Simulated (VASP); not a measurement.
Here is a VASP 6.6.1 calculation.

File INCAR:

```
ALGO = Normal
EDIFF = 1E-6
ENCUT = 520
GGA = PE
ISIF = 2
ISMEAR = 0
LASPH = T
LCHARG = F
LREAL = F
LWAVE = F
NELM = 100
PREC = Accurate
SIGMA = 0.01
```

Contents of KPOINTS:

```
k-points
0
Gamma
  1 1 1
```

File POSCAR:

```
SnH2SeCl2
1.0
   13.0000000000      0.0000000000      0.0000000000
    0.0000000000     13.0000000000      0.0000000000
    0.0000000000      0.0000000000     13.0000000000
Cl Sn Se H
2 1 1 2
Direct
    0.4050320000      0.3716950000      0.6110330000
    0.6363320000      0.3797530000      0.4426580000
    0.5181030000      0.4900100000      0.5257570000
    0.4318660000      0.5809890000      0.3887440000
    0.5827630000      0.5588060000      0.6172140000
    0.3625370000      0.6282170000      0.4624870000
```

Potentials or basis: VASP PAW PBE potentials, release 64 (Cl, Sn_d, Se, H).

Command:

```sh
$ cat potpaw_PBE.64/Cl/POTCAR potpaw_PBE.64/Sn_d/POTCAR potpaw_PBE.64/Se/POTCAR potpaw_PBE.64/H/POTCAR > POTCAR
$ mpirun -np 1 vasp_gam > vasp.out
```

**Question.** Predict the largest force.

**Answer.** 1.801 eV/Å.

**Question.** Predict the gap between the frontier levels.

**Answer.** 3.72 eV.

Forces in eV/Å, atoms in the order of the input:
```
Cl   0.282  0.422 -0.185
Cl  -0.106  0.211  0.074
Sn   0.514 -1.360  1.063
Se  -0.257  0.388 -1.522
H    0.002  0.018  0.106
H   -0.435  0.321  0.463
```

Caveat: spin-orbit coupling is left out, which moves the levels of the heavy elements.
